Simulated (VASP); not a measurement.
**Ta$_{5}$Si$_{3}$ (space group I4/mcm): computed properties**

Method: LDA (Ceperley-Alder, Perdew-Zunger), VASP's LDA PAW potentials (set 64) (plane waves; VASP 6.6.1).

For Ta5Si3, the space group comes out as I4/mcm (140), the cell is a = 6.471 Å, b = 6.471 Å, c = 11.741 Å, α = 90.00°, β = 90.00°, γ = 90.00° and the volume per atom comes out as 15.37 Å³/atom. The band gap (over mesh and band path) comes out as none (metal, semimetal or under 0.01 eV) and the density is 13.36 g/cm³.

```cif
data_Si6Ta10
_chemical_formula_sum 'Si6 Ta10'
_space_group_name_H-M_alt 'P 1'
_space_group_IT_number 1
_cell_length_a 7.44337
_cell_length_b 7.44337
_cell_length_c 7.44337
_cell_angle_alpha 128.466
_cell_angle_beta 128.466
_cell_angle_gamma 75.871
loop_
_space_group_symop_operation_xyz
  'x, y, z'
loop_
_atom_site_label
_atom_site_type_symbol
_atom_site_fract_x
_atom_site_fract_y
_atom_site_fract_z
_atom_site_occupancy
Si1 Si 0.25000 0.25000 0.00000 1
Si2 Si 0.75000 0.75000 0.00000 1
Si3 Si 0.87003 0.37003 0.24007 1
Si4 Si 0.37003 0.12997 0.50000 1
Si5 Si 0.12997 0.62997 0.75993 1
Si6 Si 0.62997 0.87003 0.50000 1
Ta1 Ta 0.81516 0.31516 0.82979 1
Ta2 Ta 0.31516 0.48537 0.50000 1
Ta3 Ta 0.48537 0.98537 0.17021 1
Ta4 Ta 0.98537 0.81516 0.50000 1
Ta5 Ta 0.68484 0.51463 0.50000 1
Ta6 Ta 0.18484 0.68484 0.17021 1
Ta7 Ta 0.01463 0.18484 0.50000 1
Ta8 Ta 0.51463 0.01463 0.82979 1
Ta9 Ta 0.00000 0.00000 0.00000 1
Ta10 Ta 0.50000 0.50000 0.00000 1
```

Unless said otherwise, spin-orbit coupling is left out, though it shifts the bands of the heavy elements here.

The structure comes from a measured Ta5Si3 entry (I4/mcm) of the Crystallography Open Database, whose conditions weren't checked. It was relaxed first. Symmetry was kept, so distortions that lower it aren't found.
